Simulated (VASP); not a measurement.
The system is CoSi.

```xyz
8
Lattice="4.4380 0.0000 0.0000 0.0000 4.4380 0.0000 0.0000 0.0000 4.4380" Properties=species:S:1:pos:R:3 pbc="T T T"
Co    0.6213    0.6213    0.6213
Co    1.5977    3.8167    2.8403
Co    2.8403    1.5977    3.8167
Co    3.8167    2.8403    1.5977
Si    3.7412    3.7412    3.7412
Si    2.9158    0.6968    1.5222
Si    1.5222    2.9158    0.6968
Si    0.6968    1.5222    2.9158
```

```yaml
Program: VASP 6.6.1
Task: relaxation of cell and atoms
Functional: LDA
Potentials_or_basis: VASP PAW LDA potentials, release 64 (Co, Si)
Cutoff: 600 eV
k_mesh: 8 × 8 × 8
Occupations: methfessel-paxton, width 0.1 eV
Spin: no spin polarisation
```

At the start: pressure -12.5 GPa; volume 10.93 Å³/atom.

How do energy, volume and symmetry change on relaxing?

Over 10 steps the energy falls by 27.8 meV/atom and the volume is 10.30 Å³/atom (-5.7 %); space group P2_13 (No. 198, to 0.05 Å).

The path:
| step | energy change (eV) | largest force (eV/Å) | pressure (GPa) | volume (Å³) |
| --- | --- | --- | --- | --- |
| 1 | 0.0000 | 0.1644 | -12.46 | 87.41 |
| 2 | 0.1548 | 0.5937 | 21.50 | 77.10 |
| 3 | -0.1941 | 0.3425 | -0.10 | 82.78 |
| 4 | -0.1941 | 0.3462 | 0.16 | 82.69 |
| 5 | -0.2110 | 0.2202 | 0.36 | 82.56 |
| 6 | -0.2218 | 0.0597 | 0.56 | 82.37 |
| 7 | -0.2219 | 0.0620 | 0.36 | 82.35 |
| 8 | -0.2219 | 0.0064 | -0.73 | 82.68 |
| 9 | -0.2223 | 0.0316 | -0.22 | 82.52 |
| 10 | -0.2225 | 0.0052 | 0.02 | 82.43 |

Final structure:
```
Co Si
1.0
     4.35214    0.00000    0.00000
     0.00000    4.35214    0.00000
     0.00000    0.00000    4.35214
Co Si
4 4
Direct
  0.14578 0.14578 0.14578
  0.35422 0.85422 0.64578
  0.64578 0.35422 0.85422
  0.85422 0.64578 0.35422
  0.84316 0.84316 0.84316
  0.65684 0.15684 0.34316
  0.34316 0.65684 0.15684
  0.15684 0.34316 0.65684
```
